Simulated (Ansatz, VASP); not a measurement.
## YSb: VASP beside Ansatz

Wanted: the spread between two codes on one cell, functional and k mesh. The cell is taken from a series of runs on this material, whose earlier steps may have relaxed, scaled, displaced or heated it; both programs get it as it stands.

Program: Ansatz 0.2.0. Level of theory: plane waves, with VASP 6.6.1 beside it; zone-centre phonons at PBEsol. Results are calculated unless marked as measured.

## (1) The structure

The structure is cubic, space group Fm-3m (No. 225). The conventional cell has a = 6.118 Å, b = 6.118 Å, c = 6.118 Å, α = 90.00°, β = 90.00°, γ = 90.00°. Nearest to Y lie 6 Sb at 3.06 Å. Sb has 6 Y at 3.06 Å nearest. Farther neighbours are not listed.

## (2) VASP: zone-centre phonons, PBEsol

Second derivatives magnify differences that forces hide, and they need a tight electronic threshold.

Lines of VASP's logs that name or quote its potential files are left out, and so is its time.

The input, INCAR:

```
SYSTEM = YSb
PREC = Accurate
ENCUT = 500
EDIFF = 1E-08
NELM = 120
ISMEAR = -1
SIGMA = 0.1
LREAL = .FALSE.
ALGO = Normal
GGA = PS
NBANDS = 14
LASPH = .TRUE.
LORBIT = 11
LWAVE = .FALSE.
LCHARG = .FALSE.
ISIF = 2
IBRION = 8
GGA_COMPAT = .FALSE.
KPAR = 2
```

The input, POSCAR:

```
YSb
1.0
    0.0000000000      3.0591781803      3.0591781803
    3.0591781803      0.0000000000      3.0591781803
    3.0591781803      3.0591781803      0.0000000000
Y Sb
1 1
Direct
    0.5000000000      0.5000000000      0.5000000000
    0.0000000000      0.0000000000      0.0000000000
```

The input, KPOINTS:

```
Automatic mesh
0
Gamma
16 16 16
0 0 0
```

PAW data sets: Y_sv and Sb (PBE family, release 64).

The run is started by

```sh
$ mpirun -np 2 vasp_std
```

Numbers of over 12 decimals in the logs are rounded to 6 here.

The program printed:

```text
[banner, memory and clock lines left out]
running    2 mpi-ranks, on    1 nodes
 distrk:  each k-point on    1 cores,    2 groups
 distr:  one band on    1 cores,    1 groups

 POSCAR found type information on POSCAR Y Sb
 POSCAR found :  2 types and       2 ions
|                                                                             |
|               ----> ADVICE to this user running VASP <----                  |
|                                                                             |
|     You enforced a specific xc type in the INCAR file but a different       |
|     [... a line on the potential file left out ...]
|     I HOPE YOU KNOW WHAT YOU ARE DOING!                                     |
|                                                                             |

 LDA part: xc-table for (Slater+PW92), standard interpolation
 POSCAR, INCAR and KPOINTS ok, starting setup
 FFT: planning ... GRIDC
 FFT: planning ... GRID_SOFT
 FFT: planning ... GRID
 WAVECAR not read
 entering main loop
       N       E                     dE             d eps       ncg     rms          rms(c)
DAV:   1     0.531303496441E+02    0.53130E+02   -0.69196E+03  4092   0.966E+02
DAV:   2    -0.103649449414E+02   -0.63495E+02   -0.59812E+02  5336   0.213E+02
DAV:   3    -0.144560625364E+02   -0.40911E+01   -0.40402E+01  7070   0.388E+01
DAV:   4    -0.145627993933E+02   -0.10674E+00   -0.10669E+00  4782   0.563E+00
DAV:   5    -0.145650508232E+02   -0.22514E-02   -0.22513E-02  5672   0.739E-01    0.263E+01
DAV:   6    -0.138592427871E+02    0.70581E+00   -0.99658E-01  4702   0.575E+00    0.188E+01
DAV:   7    -0.138131143745E+02    0.46128E-01   -0.66566E-01  5454   0.478E+00    0.370E+00
DAV:   8    -0.137857421867E+02    0.27372E-01   -0.18973E-01  4468   0.272E+00    0.403E-01
DAV:   9    -0.137837072659E+02    0.20349E-02   -0.11951E-02  4342   0.778E-01    0.182E-01
DAV:  10    -0.137837409553E+02   -0.33689E-04   -0.49123E-04  5232   0.178E-01    0.192E-01
DAV:  11    -0.137837516618E+02   -0.10707E-04   -0.84018E-05  4708   0.865E-02    0.862E-02
DAV:  12    -0.137837485609E+02    0.31010E-05   -0.50229E-06  4938   0.198E-02    0.120E-02
DAV:  13    -0.137837477380E+02    0.82282E-06   -0.16241E-06  6402   0.646E-03    0.395E-03
DAV:  14    -0.137837477116E+02    0.26432E-07   -0.49998E-08  4510   0.146E-03    0.424E-03
DAV:  15    -0.137837475556E+02    0.15599E-06   -0.15819E-08  4042   0.120E-03    0.585E-04
DAV:  16    -0.137837475696E+02   -0.13993E-07   -0.41974E-10  2102   0.188E-04    0.714E-05
DAV:  17    -0.137837475684E+02    0.12062E-08   -0.62518E-11  2054   0.621E-05
   1 F= -.13783748E+02 E0= -.13778369E+02  d E =-.107575E-01
 Linear response reoptimize wavefunctions to high precision
DAV:   1    -0.137837475676E+02    0.80854E-09   -0.30404E-11  2168   0.366E-05
DAV:   2    -0.137837475676E+02    0.95497E-11   -0.10054E-11  2042   0.192E-05
 Linear response DOF=           2
 Linear response progress:
  Degree of freedom:   1/  2
       N       E                     dE             d eps       ncg     rms          rms(c)
RMM:   1    -0.294217021305E+00   -0.29422E+00    0.50436E+00 11255   0.137E+01
RMM:   2    -0.279890423798E+00    0.14327E-01   -0.19145E-01 17218   0.235E+00    0.133E-01
RMM:   3    -0.281786946973E+00   -0.18965E-02   -0.11249E-02 19155   0.600E-01    0.107E-01
RMM:   4    -0.282170599439E+00   -0.38365E-03   -0.14320E-03 22562   0.204E-01    0.682E-02
RMM:   5    -0.282206023758E+00   -0.35424E-04   -0.27210E-04 22523   0.878E-02    0.766E-03
RMM:   6    -0.282190540612E+00    0.15483E-04   -0.59389E-05 24128   0.354E-02    0.650E-03
RMM:   7    -0.282129868288E+00    0.60672E-04   -0.23210E-05 22950   0.185E-02    0.245E-03
RMM:   8    -0.282125525589E+00    0.43427E-05   -0.14458E-05 23899   0.910E-03    0.611E-04
RMM:   9    -0.282121882083E+00    0.36435E-05   -0.18769E-05 24467   0.565E-03    0.284E-04
RMM:  10    -0.282122576078E+00   -0.69399E-06   -0.25618E-05 24825   0.359E-03    0.279E-04
RMM:  11    -0.282123758409E+00   -0.11823E-05   -0.22831E-05 25076   0.268E-03    0.368E-04
RMM:  12    -0.282121949511E+00    0.18089E-05   -0.18751E-05 24013   0.213E-03    0.807E-04
RMM:  13    -0.282126570819E+00   -0.46213E-05   -0.15931E-05 22265   0.188E-03    0.252E-04
RMM:  14    -0.282128598578E+00   -0.20278E-05   -0.12218E-05 24213   0.151E-03    0.133E-04
[...]
RMM:  30    -0.282134536473E+00    0.97923E-07   -0.10864E-06 21613   0.289E-04    0.150E-04
RMM:  31    -0.282134574740E+00   -0.38267E-07   -0.94878E-07 12029   0.265E-04    0.163E-04
RMM:  32    -0.282134569504E+00    0.52354E-08   -0.86280E-07  6931   0.244E-04    0.179E-04
RMM:  33    -0.282134617158E+00   -0.47654E-07   -0.75267E-07 17920   0.227E-04    0.188E-04
RMM:  34    -0.282134545376E+00    0.71782E-07   -0.68760E-07 20135   0.211E-04    0.209E-04
RMM:  35    -0.282134556561E+00   -0.11185E-07   -0.60138E-07  7152   0.193E-04    0.220E-04
RMM:  36    -0.282134571170E+00   -0.14608E-07   -0.55317E-07  7194   0.179E-04    0.230E-04
RMM:  37    -0.282134611072E+00   -0.39903E-07   -0.48208E-07 16821   0.167E-04    0.235E-04
 first order change of Fermi-energy   0.99295E-04
 force on displaced ion       1 direction 1 :  -5.442   0.000   0.000
 Linear response progress:
  Degree of freedom:   2/  2
       N       E                     dE             d eps       ncg     rms          rms(c)
RMM:   1    -0.300608055866E-01   -0.30061E-01   -0.11104E-02 20275   0.123E+00
RMM:   2    -0.275390467852E-01    0.25218E-02   -0.36888E-03 19022   0.275E-01    0.176E-01
RMM:   3    -0.277542752155E-01   -0.21523E-03   -0.35835E-04 19210   0.850E-02    0.106E-01
RMM:   4    -0.281554760164E-01   -0.40120E-03   -0.10852E-04 18540   0.474E-02    0.636E-03
RMM:   5    -0.281320580777E-01    0.23418E-04   -0.16054E-05 19693   0.164E-02    0.711E-03
RMM:   6    -0.281609753454E-01   -0.28917E-04   -0.29320E-06 21631   0.640E-03    0.136E-03
RMM:   7    -0.281581024975E-01    0.28728E-05   -0.62557E-07 21494   0.276E-03    0.277E-04
RMM:   8    -0.281603195905E-01   -0.22171E-05   -0.15882E-07 21837   0.124E-03    0.375E-04
RMM:   9    -0.281593335525E-01    0.98604E-06   -0.13756E-08 22452   0.568E-04    0.519E-05
RMM:  10    -0.281592935352E-01    0.40017E-07   -0.63041E-09 23392   0.252E-04    0.435E-05
RMM:  11    -0.281592691255E-01    0.24410E-07   -0.25963E-08 22849   0.117E-04    0.979E-06
RMM:  12    -0.281592584065E-01    0.10719E-07   -0.13989E-08 23950   0.546E-05    0.547E-06
RMM:  13    -0.281592491742E-01    0.92323E-08    0.53455E-10 22144   0.267E-05    0.170E-06
 first order change of Fermi-energy   0.27576E-03
 force on displaced ion       2 direction 1 :  -5.434   0.000   0.000
 Linear response finished
```

OUTCAR, selected parts (step 2):

```text
ion  position               nearest neighbor table
   1  0.500  0.500  0.500-   2 3.06   2 3.06   2 3.06   2 3.06   2 3.06   2 3.06
   2  0.000  0.000  0.000-   1 3.06   1 3.06   1 3.06   1 3.06   1 3.06   1 3.06

  LATTYP: Found a face centered cubic cell.
 ALAT       =     6.1183563606

 Subroutine GETGRP returns: Found 48 space group operations
 (whereof 48 operations were pure point group operations)

The static configuration has the point symmetry O_h .

 Found    145 irreducible k-points:

   k-points           NKPTS =    145   k-points in BZ     NKDIM =    145   number of bands    NBANDS=     14

   dimension x,y,z NGX =    32 NGY =   32 NGZ =   32
   dimension x,y,z NGXF=    64 NGYF=   64 NGZF=   64

   ENCUT  =  500.0 eV  36.75 Ry    6.06 a.u.   7.89  7.89  7.89*2*pi/ulx,y,z

   NELECT =      16.0000    total number of electrons

 k-points in reciprocal lattice and weights: Automatic mesh
   0.00000000  0.00000000  0.00000000       0.000
   0.06250000  0.00000000  0.00000000       0.002
   0.12500000  0.00000000  0.00000000       0.002
   0.18750000  0.00000000  0.00000000       0.002
   0.25000000  0.00000000  0.00000000       0.002
   0.31250000  0.00000000  0.00000000       0.002
   0.37500000  0.00000000  0.00000000       0.002
   0.43750000  0.00000000  0.00000000       0.002
   0.50000000  0.00000000  0.00000000       0.001
[...]
-0.31250000  0.50000000  0.18750000       0.003
  -0.25000000  0.50000000  0.25000000       0.001

 average (electrostatic) potential at core
       1 -35.3064       2 -86.0915

  Total        0.0043668      0.0043668      0.0043668      0.0000000      0.0000000      0.0000000
  in kB        0.1221887      0.1221887      0.1221887      0.0000000      0.0000000      0.0000000
  external PRESSURE =       0.1221887 kB  Pullay stress =       0.0000000 kB

  energy-cutoff  :      500.00
  volume of cell :       57.26
      direct lattice vectors                 reciprocal lattice vectors
     0.000000000  3.059178180  3.059178180    -0.163442588  0.163442588  0.163442588
     3.059178180  0.000000000  3.059178180     0.163442588 -0.163442588  0.163442588
     3.059178180  3.059178180  0.000000000     0.163442588  0.163442588 -0.163442588

 POSITION                                       TOTAL-FORCE (eV/Angst)
 -----------------------------------------------------------------------------------
      3.05918      3.05918      3.05918        -0.000000     -0.000000     -0.000000
      0.00000      0.00000      0.00000         0.000000      0.000000      0.000000
 -----------------------------------------------------------------------------------
    total drift:                               -0.000000     -0.000000      0.000000

 Eigenvectors and eigenvalues of the dynamical matrix
 ----------------------------------------------------

   1 f  =    5.086090 THz    31.956848 2PiTHz  169.653709 cm-1    21.034370 meV
             X         Y         Z           dx          dy          dz
      3.059178  3.059178  3.059178     0.000000    0.760454    0.000000
      0.000000  0.000000  0.000000     0.000000   -0.649392    0.000000

   2 f  =    5.086090 THz    31.956848 2PiTHz  169.653709 cm-1    21.034370 meV
             X         Y         Z           dx          dy          dz
      3.059178  3.059178  3.059178     0.760454    0.000000    0.000000
      0.000000  0.000000  0.000000    -0.649392    0.000000    0.000000

   3 f  =    5.086090 THz    31.956848 2PiTHz  169.653709 cm-1    21.034370 meV
             X         Y         Z           dx          dy          dz
      3.059178  3.059178  3.059178     0.000000    0.000000    0.760454
      0.000000  0.000000  0.000000     0.000000    0.000000   -0.649392

   4 f/i=    0.001717 THz     0.010789 2PiTHz    0.057275 cm-1     0.007101 meV
             X         Y         Z           dx          dy          dz
      3.059178  3.059178  3.059178    -0.649392    0.000000    0.000000
      0.000000  0.000000  0.000000    -0.760454    0.000000    0.000000

   5 f/i=    0.001717 THz     0.010789 2PiTHz    0.057275 cm-1     0.007101 meV
             X         Y         Z           dx          dy          dz
      3.059178  3.059178  3.059178     0.000000   -0.649392    0.000000
      0.000000  0.000000  0.000000     0.000000   -0.760454    0.000000

   6 f/i=    0.001717 THz     0.010789 2PiTHz    0.057275 cm-1     0.007101 meV
             X         Y         Z           dx          dy          dz
      3.059178  3.059178  3.059178     0.000000    0.000000   -0.649392
      0.000000  0.000000  0.000000     0.000000    0.000000   -0.760454

 ELASTIC MODULI CONTR FROM IONIC RELAXATION (kBar)
 Direction    XX          YY          ZZ          XY          YZ          ZX
 --------------------------------------------------------------------------------
 XX           0.0000      0.0000      0.0000      0.0000      0.0000      0.0000
 YY           0.0000      0.0000      0.0000      0.0000      0.0000      0.0000
 ZZ           0.0000      0.0000      0.0000      0.0000      0.0000      0.0000
 XY           0.0000      0.0000      0.0000      0.0000      0.0000      0.0000
 YZ           0.0000      0.0000      0.0000      0.0000      0.0000      0.0000
 ZX           0.0000      0.0000      0.0000      0.0000      0.0000      0.0000
 --------------------------------------------------------------------------------
```

[end of part 1 of 2]

[Lines on the potential files, build, host, timing and source positions are cut from VASP's logs without a mark.]

[Logs are printed without paths, hosts, clocks, repeated set-up lines and the standing remarks that a program may print on its own settings, such as how far it seeks lower states.]

[Hosts, paths, dates, database ids (printed as entryN), source tags and the programs' standing remarks are cut or masked in the printed files.]
